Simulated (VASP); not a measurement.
An input for Ansatz (written as the equivalent of a VASP run, and not itself run):

Ansatz 0.2 input:
```yaml
crystal:
  lattice:
    - [4.5595546, -0.0000000, 0.0000000]
    - [-2.2797768, 3.9486899, 0.0000000]
    - [0.0000000, 0.0000000, 2.5953676]
  atoms:
    - { symbol: Fe, position: [0.0000000, 0.0000000, 0.0000000], spin: 3.1 }
    - { symbol: Ge, position: [0.3333330, 0.6666670, 0.5000000] }
    - { symbol: Ge, position: [0.6666670, 0.3333330, 0.5000000] }
kpoints:
  mp_grid: { grid: [7, 7, 11] }
hamiltonian:
  xc: r2scan
  pseudopotentials: { kind: paw }
magnetization: { spin_polarized: true }
scf:
  occupations: { method: methfessel_paxton, width: 0.1 }
  max_iter: 100
relax:
  max_steps: 60
  f_tol: 0.02
  cell: {}
output: { forces: true, stress: true, eigenvalues: true }
```

Task: Translate this input to VASP (INCAR, KPOINTS, POSCAR, choice of POTCAR).

Result: Several could match; the one computed here: 
### POSCAR
```
FeGe2
1
    4.5595546291    -0.0000000358    -0.0000000000
   -2.2797768367     3.9486899372     0.0000000000
   -0.0000000000     0.0000000000     2.5953675876
Fe Ge
1 2
Direct
  0.0000000000   0.0000000000   0.0000000000
  0.3333330000   0.6666670000   0.5000000000
  0.6666670000   0.3333330000   0.5000000000
```

KPOINTS:
```
Automatic mesh
0
Gamma
7 7 11
0 0 0
```

INCAR:
```
# general
SYSTEM   =  FeGe2
PREC     =  Accurate
ENCUT    =  400   # plane-wave cut-off (eV)
LREAL    =  .FALSE.   # projection in real space or not
LASPH    =  .TRUE.   # aspherical one-centre terms

# electronic loop
EDIFF    =  1E-6   # SCF stop (eV)
NELM     =  100   # most electronic steps
ALGO     =  Normal   # blocked Davidson
LMAXMIX  =  4
LMIXTAU  =  .TRUE.

# smearing
ISMEAR   =  1
SIGMA    =  0.1   # width (eV)

# functional
METAGGA  =  R2SCAN

# spin
ISPIN    =  2   # spin-polarised
MAGMOM   =  3.1 2*0.0

# ions
IBRION   =  2   # conjugate gradients
NSW      =  60   # most ionic steps
ISIF     =  3
EDIFFG   =  -0.02   # ionic stop

# output
LWAVE    =  .FALSE.
LCHARG   =  .FALSE.
LORBIT   =  10
```

POTCAR, in this order: Fe Ge_d (PBE.64 set). Program: vasp_std.

Limits of the translation: each code has its own PAW files, so the cut-off isn't converted (ENCUT is set for VASP's; basis.ecutwfc is left out, and Ansatz then takes the one that its files recommend); Ansatz stops its SCF on the density residual and VASP on the energy change (EDIFF).

The structure was generated: FeGe2 was put into the AlB2 type (P6/mmm), which need not be its known phase. It was relaxed first, which changed the volume by -45 %. The start is the result of an earlier pass.
